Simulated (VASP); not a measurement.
Here is a VASP 6.6.1 calculation.

The input POSCAR:

```
AlRu
1.0
    2.9761875402      0.0000000000     -0.0000000000
    0.0000000000      2.9761875402      0.0000000000
   -0.0000000000      0.0000000000      2.9761875402
  Ru              Al
     1     1
Direct
     0.0000000000000000    0.0000000000000000    0.0000000000000000
     0.5000000000000000    0.5000000000000000    0.5000000000000000
```

INCAR.step1

```
SYSTEM = AlRu
PREC     = Accurate       ! precision mode
ENCUT    = 600            ! plane-wave cutoff, eV
EDIFF    = 1E-8           ! SCF threshold, eV
ISMEAR   = 1              ! smearing method
SIGMA    = 0.2            ! smearing width, eV
LREAL    = .FALSE.        ! projectors in reciprocal space
LASPH    = .TRUE.         ! aspherical terms in the spheres
NELM     = 60             ! most SCF steps
ALGO     = Normal         ! electronic algorithm
ISIF     = 3              ! what is computed and relaxed
LWAVE    = .FALSE.        ! write WAVECAR
LCHARG   = .FALSE.        ! write CHGCAR
GGA      = PS             ! functional
KPAR     = 8            
IBRION   = 2              ! ionic algorithm
NSW      = 40             ! ionic steps
EDIFFG   = -0.002         ! ionic threshold
```

The input INCAR.step2:

```
SYSTEM = AlRu
PREC     = Accurate       ! precision mode
ENCUT    = 600            ! plane-wave cutoff, eV
EDIFF    = 1E-8           ! SCF threshold, eV
ISMEAR   = 1              ! smearing method
SIGMA    = 0.2            ! smearing width, eV
LREAL    = .FALSE.        ! projectors in reciprocal space
LASPH    = .TRUE.         ! aspherical terms in the spheres
NELM     = 60             ! most SCF steps
ALGO     = Normal         ! electronic algorithm
ISIF     = 3              ! what is computed and relaxed
LWAVE    = .FALSE.        ! write WAVECAR
LCHARG   = .FALSE.        ! write CHGCAR
GGA      = PS             ! functional
KPAR     = 8            
IBRION   = 6              ! ionic algorithm
NFREE    = 2            
POTIM    = 0.015          ! step
NSW      = 1              ! ionic steps
```

File KPOINTS:

```
regular mesh
0
G
  18 18 18
  0 0 0
```

Potentials or basis: VASP PAW PBE potentials, release 64 (Ru_pv, Al).

Launch:

```sh
$ cat potpaw_PBE.64/Ru_pv/POTCAR potpaw_PBE.64/Al/POTCAR > POTCAR
$ cp INCAR.step1 INCAR
$ mpirun -np 8 vasp_std > vasp.out
$ cp CONTCAR POSCAR
$ cp INCAR.step2 INCAR
$ mpirun -np 8 vasp_std > vasp.out
```

Task: Predict the elastic constants C11, C12, C44.

Result: 343, 160, 136 GPa.

Task: What does it give for the Voigt bulk modulus?

Result: 221 GPa.

Task: Predict the highest phonon frequency at Γ, LO-TO splitting left out.

Result: 323 cm⁻¹.

Elastic tensor in Voigt notation (GPa, in the Cartesian axes of the cell as first typed):
```
343 160 160   0   0   0
160 343 160   0   0   0
160 160 343   0   0   0
  0   0   0 136   0   0
  0   0   0   0 136   0
  0   0   0   0   0 136
```

Caveat: the PAW data sets were made with another functional, which shifts forces and pressure a little.
